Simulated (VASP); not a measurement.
Level of theory: r2SCAN meta-GGA, VASP's PBE PAW potentials (set 64) (plane waves; VASP).

VASP input:

POSCAR:
```
SnSe
1
    0.0000000000     3.0104350000     3.0104350000
    3.0104350000     0.0000000000     3.0104350000
    3.0104350000     3.0104350000     0.0000000000
Sn Se
1 1
Direct
  0.0000000000   0.0000000000   0.0000000000
  0.5000000000   0.5000000000   0.5000000000
```

KPOINTS:
```
Automatic mesh
0
Gamma
7 7 7
0 0 0
```

INCAR:
```
SYSTEM = SnSe
PREC = Accurate
ENCUT = 400
EDIFF = 1E-6
NELM = 100
ALGO = Normal
LREAL = .FALSE.
LASPH = .TRUE.
ISMEAR = 0
SIGMA = 0.05
METAGGA = R2SCAN
LMIXTAU = .TRUE.
LMAXMIX = 4
LWAVE = .FALSE.
LCHARG = .FALSE.
IBRION = 2
ISIF = 3
NSW = 60
EDIFFG = -0.01
```

POTCAR, in this order: Sn_d Se (PBE.64 set). Program: vasp_std.

What does the run give for the energy per atom (σ→0), volume per atom?

```json
{
 "energy per atom (σ→0)": "-19.939 eV/atom",
 "volume_per_atom": "27.20 Å³/atom"
}
```

**OSZICAR**
```
...
DAV:   2    -0.398773036784E+02    0.13397E-02   -0.24883E-03   680   0.815E-01    0.101E-01
DAV:   3    -0.398770018214E+02    0.30186E-03   -0.90722E-04   734   0.514E-01    0.185E-02
DAV:   4    -0.398770218988E+02   -0.20077E-04   -0.80308E-05   560   0.975E-02    0.118E-02
DAV:   5    -0.398770179967E+02    0.39021E-05   -0.24223E-05   560   0.567E-02    0.559E-03
DAV:   6    -0.398770188990E+02   -0.90235E-06   -0.34695E-05   560   0.562E-02    0.446E-03
DAV:   7    -0.398770247441E+02   -0.58451E-05   -0.64153E-06   560   0.246E-02    0.167E-03
DAV:   8    -0.398770254163E+02   -0.67217E-06   -0.16268E-07   280   0.455E-03
   2 F= -.39877025E+02 E0= -.39877025E+02  d E =-.555166E-04
```

The structure comes from a computed database's SnSe entry (Fm-3m); how it stands against other phases isn't given here. This run relaxes it. Symmetry was kept, so distortions that lower it aren't found.
